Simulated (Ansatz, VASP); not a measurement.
# Hf4AlGe in two plane-wave programs

Aim: how closely do two programs agree when they are given the same cell, functional and k mesh? The cell is invented: As first built, before any earlier steps moved the atoms (in the runner's words): it takes the Hf4AlSi structure with some of its atoms replaced by other elements, volume scaled by an estimate. It may not be a known or stable phase. The cell is taken from a series of VASP runs on this material, whose earlier steps may have relaxed, scaled or displaced it; both programs get it as it stands.

Method: plane waves, with VASP 6.6.1 beside it; relaxation of cell and atoms at r2SCAN, in Ansatz 0.2.0.

## 1. Starting point

Symmetry: I422, No. 97, tetragonal system. Conventional cell: a = 6.737 Å, b = 6.737 Å, c = 5.258 Å, α = 90.00°, β = 90.00°, γ = 90.00°. Hf has 2 Ge at 2.87 Å and 2 Al at 2.87 Å and 3 Hf at 2.93 to 3.21 Å nearest. Nearest to Ge lie 2 Al at 2.63 Å and 8 Hf at 2.87 Å. Nearest to Al lie 2 Ge at 2.63 Å and 8 Hf at 2.87 Å. As first built, before any earlier steps moved the atoms (in the runner's words): sites of the Hf4AlSi structure (space group 97) filled with other elements, volume scaled by an estimate. Farther neighbours are not listed.

## 2. Ansatz: relaxation of cell and atoms, r2SCAN

Ansatz runs on its default PAW (the set named soft_2) files.

The relaxed volume is the usual yardstick between codes: its relative difference is about their pressure difference at one cell divided by the bulk modulus.

input.yaml reads:

```yaml
crystal:
  lattice:
    - [-3.3687378371, 3.3687378371, 2.6291158632]
    - [3.3687378371, -3.3687378371, 2.6291158632]
    - [3.3687378371, 3.3687378371, -2.6291158632]
  atoms:
    - { symbol: Hf, position: [0.4037135706, 0.9037135706, 0.8074271312] }
    - { symbol: Hf, position: [0.0962864294, 0.5962864294, 0.1925728688] }
    - { symbol: Hf, position: [0.5962864294, 0.4037135706, 0.5] }
    - { symbol: Hf, position: [0.9037135706, 0.0962864294, 0.5] }
    - { symbol: Ge, position: [0.0, 0.0, 0.0] }
    - { symbol: Al, position: [0.5, 0.5, 0.0] }
hamiltonian:
  xc: r2scan
  pseudopotentials: { kind: paw }
kpoints:
  mp_grid: { grid: [6, 6, 6] }
scf:
  occupations: { method: fermi_dirac, width: 0.05 }
relax:
  f_tol: 0.01
  max_steps: 60
  cell: { stress_tol: 0.05 }
output:
  forces: true
  stress: true
```

Started as:

```console
$ ansatz run input.yaml --threads 4 --pin off --max-ram 9216MiB --backend cpu --events-out ev --progress --plain --runs-dir out
```

Numbers of over 12 decimals in the logs are rounded to 6 here.

The program printed:

```text
Engine: ansatz 0.2.0, x86_64-unknown-linux-gnu
Pseudopotentials: kind: paw
Pseudopotential: Hf, paw, valence charge 26, recommended cutoff 500 eV (meta_gga), Hf.paw.azcp
Pseudopotential: Ge, paw, valence charge 14, recommended cutoff 500 eV (meta_gga), Ge.paw.azcp
Pseudopotential: Al, paw, valence charge 3, recommended cutoff 500 eV (meta_gga), Al.paw.azcp
Functional definition: r2SCAN
  parameter k0 = 0.174
  parameter k1 = 0.065
  parameter a1 = 4.9479
  exchange = r2scan_x(k0 = k0, k1 = k1, a1 = a1)
  correlation = r2scan_c
Crystal: 6 atoms, lattice volume = 119.345 Å³
Basis set: ecut = 500 eV, 3033 PW (Γ), exchange–correlation on 160×160×160 points (64 copies of the dense FFT grid, shifted against one another)
Bands: 73, of which v1, the nominal top of the filled ones, is band 61 counted from 1 (60 counted from 0)
Symmetry: 8 space group operations
Space group: I422 (ITA 97), of the structure as read, at distance tolerance 4.9e-5 Å
k-points: 30 of 216 (time reversal used)
Non-local potential: Hf, projectors of the file, l = 0: 3, l = 1: 2, l = 2: 2, l = 3: 3
Non-local potential: Ge, projectors of the file, l = 0: 2, l = 1: 2, l = 2: 3, l = 3: 1
Non-local potential: Al, projectors of the file, l = 0: 2, l = 1: 2, l = 2: 1
PAW form: soft (Blöchl's): semilocal exchange-correlation on the pseudo side does not see the compensation charge
PAW frozen core: Hf, regenerated for the run's functional (the file was generated under x = pbe(κ = 0.804, μ = 0.219515), c = pbe(β = 0.066725))
PAW frozen core: Ge, regenerated for the run's functional (the file was generated under x = pbe(κ = 0.804, μ = 0.219515), c = pbe(β = 0.066725))
PAW frozen core: Al, regenerated for the run's functional (the file was generated under x = pbe(κ = 0.804, μ = 0.219515), c = pbe(β = 0.066725))
PAW one-centre angular grid: Hf, 974 points (default); XC on 160 Gauss nodes
PAW one-centre angular grid: Ge, 590 points (default); XC on 160 Gauss nodes
PAW one-centre angular grid: Al, 302 points (default); XC on 160 Gauss nodes
Initial density: superposition of atomic densities (neutral atoms: chi_scale 0, normalization atom), corrected by the library's trained network
Initial wavefunctions: pseudopotential atomic-orbital guess
Functional: x = r2scan, c = r2scan; τ floored in thin density (d = 2e-4 eV/Å³)
SCF iter   1: F=—  HF=-67778.791997 eV  |F-HF|=—  |Δ(HF+E_count)|=         —  Δρ=8.36e-3  dr2=6.22e-2  dr2_τ=1.06e-1  ethr=1.77e-3  ⟨swp⟩=5.6  Hψ=6661  notcnv=0  defer=36
preconditioner: auto → Kerker (q_TF=auto, 2.735 Å⁻¹)  [metal: Δε(μ)=0.020 eV  Ē_g=18.778 eV  σ=0.050 eV  W_gap=0.10  n_scr=46 (ndim 8)  ℏωp=36.1 eV  f_vac=0.000  D(μ)=3.47/eV (n_scr^D=16)]
SCF iter   2: F=—  HF=-67778.817770 eV  |F-HF|=—  |Δ(HF+E_count)|=   2.58e-2  Δρ=3.96e-3  dr2=2.68e-2  dr2_τ=3.02e-3  ethr=5.14e-5  ⟨swp⟩=2.0  Hψ=4556  notcnv=0  defer=154
SCF iter   3: F=—  HF=-67778.815688 eV  |F-HF|=—  |Δ(HF+E_count)|=   2.08e-3  Δρ=3.08e-3  dr2=1.48e-2  dr2_τ=5.10e-4  ethr=2.22e-5  ⟨swp⟩=2.0  Hψ=2876  notcnv=0  defer=154
SCF iter   4: F=—  HF=-67778.816194 eV  |F-HF|=—  |Δ(HF+E_count)|=   5.06e-4  Δρ=6.07e-4  dr2=6.10e-4  dr2_τ=3.59e-5  ethr=1.22e-5  ⟨swp⟩=2.0  Hψ=3591  notcnv=0  defer=154
SCF iter   5: F=—  HF=-67778.815938 eV  |F-HF|=—  |Δ(HF+E_count)|=   2.56e-4  Δρ=2.55e-4  dr2=4.42e-5  dr2_τ=3.49e-6  ethr=5.04e-7  ⟨swp⟩=2.0  Hψ=3728  notcnv=0  defer=154
SCF iter   6: F=—  HF=-67778.815951 eV  |F-HF|=—  |Δ(HF+E_count)|=   1.26e-5  Δρ=7.87e-5  dr2=9.82e-6  dr2_τ=5.10e-7  ethr=3.65e-8  ⟨swp⟩=2.0  Hψ=3852  notcnv=0  defer=154
SCF iter   7: F=—  HF=-67778.815953 eV  |F-HF|=—  |Δ(HF+E_count)|=   2.10e-6  Δρ=2.74e-5  dr2=1.17e-6  dr2_τ=9.47e-8  ethr=8.12e-9  ⟨swp⟩=2.0  Hψ=3717  notcnv=0  defer=154
SCF iter   8: F=—  HF=-67778.815953 eV  |F-HF|=—  |Δ(HF+E_count)|=   1.07e-7  Δρ=5.25e-6  dr2=4.36e-8  dr2_τ=2.33e-9  ethr=8.26e-11  ⟨swp⟩=3.2  Hψ=9288  notcnv=0
SCF iter   9: F=-67778.815953 eV  HF=-67778.815953 eV  |F-HF|=1.57e-9  |Δ(HF+E_count)|=   1.67e-8  Δρ=1.27e-6  dr2=2.73e-9  dr2_τ=1.89e-10  ethr=3.60e-11  ⟨swp⟩=4.0  Hψ=7528  notcnv=0
SCF 1 converged in 9 iterations: F = -67778.815953 eV  dr2 = 2.73e-9
  greatest PAW one-centre occupation: 0.998 electrons in one spin orbital (limit 2), on the Hf atom at site 0 (counted from 0), in its partial waves of l = 3
relax step   1: F+E_penalty+E_count = -67778.81595276 eV  Δ(F+E_penalty+E_count) = +0.000e0 eV  max|allowed force component| = 4.992e-2 eV/Å  Δτ_max = 0.0000 Å  P = -1.526 GPa  Ω = 119.345 Å³  (9 SCF iters, dr2 threshold 1.00e-7 eV, accepted)
[...]
relax step   2: F+E_penalty+E_count = -67778.78943017 eV  Δ(F+E_penalty+E_count) = +2.652e-2 eV  max|allowed force component| = 2.284e-1 eV/Å  Δτ_max = 0.0238 Å  P = +2.830 GPa  Ω = 115.384 Å³  energy of the carried Pulay correction = +5.469e-4 eV  (8 SCF iters, dr2 threshold 6.00e-7 eV, rejected (line search))
[...]
relax step   3: F+E_penalty+E_count = -67778.82400836 eV  Δ(F+E_penalty+E_count) = -8.056e-3 eV  max|allowed force component| = 5.360e-3 eV/Å  Δτ_max = 0.0039 Å  P = -0.024 GPa  Ω = 117.918 Å³  energy of the carried Pulay correction = +1.949e-4 eV  (11 SCF iters, accepted)
[...]
relax step   4: F+E_penalty+E_count = -67778.82382289 eV  Δ(F+E_penalty+E_count) = +1.855e-4 eV  max|allowed force component| = 5.375e-3 eV/Å  Δτ_max = 0.0000 Å  P = -0.026 GPa  Ω = 117.918 Å³  stress off target by 3.21e-2 GPa  SCF on the basis re-selected at this cell (its energy is not comparable with the rows above)  (5 SCF iters)
basis re-selected at this cell: Δ(F+E_penalty+E_count) = +1.855e-4 eV, ΔP = -0.002 GPa vs the last step (what re-selecting the basis moved, of the pressure what is left beyond the Pulay correction that the steps carried, after the strain that the cell walked since its last selection, with what the two solves' SCF thresholds leave and, on support functions, any second-order correction that the steps lacked; it is no m [...]
SCF converged after 5 iterations
Free energy (F): -67778.823823 eV
Harris-Foulkes:  -67778.823823 eV  (|F-HF|=0.00e0)
Internal energy: -67778.794766 eV  (E = F + TS)
E sigma→0 (E₀):  -67778.809294 eV
Entropy (-TS):   -0.029057 eV (-4.843 meV/atom)
Fermi energy:    17.364726 eV
--- Per-component energies (eV) ---
  E_band       = -115.309610
  E_kinetic    = 1828.709356
  E_local      = -23809.013333  (includes V_loc(G=0)·N_el)
  E_nonlocal   = -4564.744321
  E_hartree    = 11140.519445
  E_xc         = -1239.917941
  E_vxc        = -1272.702843  (∫ρ·V_xc dr)
  E_paw        = -30314.401792  (= ΣΔE_a)
  E_vpaw       = 5358.864008  (= ΣTr[D̂ρ^β])
  E_aug_tail   = 0.000012  (compensation charges beyond the density's cutoff)
  E_vtau       = 62.538212  (kinetic-family band-sum trace: ∫τ·v_τ [+ j·A + Jᵃ·Aᵃ] dr)
  E_ewald      = -20820.086406
  E_core_change = 0.140214  (= ΣΔE_core)
  E_smearing   = -0.029057  (= −TS)
  E_closure    = 0.000000  (closes the sum)
  Σ components = -67778.823823   (vs F -67778.823823, Δ=0.00e0)
--- Forces (eV/Å), atoms counted from 1 ---
  atom   1  Hf    -0.00537493    -0.00537493     0.00000000
  atom   2  Hf     0.00537493     0.00537493     0.00000000
  atom   3  Hf    -0.00537493     0.00537493     0.00000000
  atom   4  Hf     0.00537493    -0.00537493     0.00000000
  atom   5  Ge    -0.00000000     0.00000000     0.00000000
  atom   6  Al     0.00000000     0.00000000     0.00000000
  max |Σ_I F_I| component: 5.55e-17 eV/Å
--- Stress (GPa, compression-positive) ---
       -0.022388       0.000000       0.000000
        0.000000      -0.022388       0.000000
       -0.000000       0.000000      -0.032125
  P = ⅓ Tr σ = -0.0256 GPa (-0.256 kbar)
--- Relaxed structure (3 steps of the walk, 2 accepted, 1 SCFs on fresh bases) ---
  F+E_penalty+E_count = -67778.82382289 eV   max|allowed force component| = 5.375e-3 eV/Å   (the final SCF, on the basis selected at the relaxed cell)
  cell:  # Å, volume = 117.9180 Å³
    - [-3.352204, 3.352204, 2.623368]
    - [3.352204, -3.352204, 2.623368]
    - [3.352204, 3.352204, -2.623368]
  atoms:
    - { symbol: Hf, position: [0.403304, 0.903304, 0.806607] }
    - { symbol: Hf, position: [0.096696, 0.596696, 0.193393] }
    - { symbol: Hf, position: [0.596696, 0.403304, 0.5] }
    - { symbol: Hf, position: [0.903304, 0.096696, 0.5] }
    - { symbol: Ge, position: [0, 0, 0] }
    - { symbol: Al, position: [0.500000, 0.500000, 0] }
```

Wall time 40 s (4 threads of Intel Xeon Platinum 8488C (Sapphire Rapids), shared host); peak memory 0.89 GiB.

(Continued in part 2 of 2.)

[Lines on the potential files, build, host, timing and source positions are cut from VASP's logs without a mark.]

[Logs are printed without paths, hosts, clocks, repeated set-up lines and the standing remarks that a program may print on its own settings, such as how far it seeks lower states.]

[Hosts, paths, dates, database ids (printed as entryN), source tags and the programs' standing remarks are cut or masked in the printed files.]
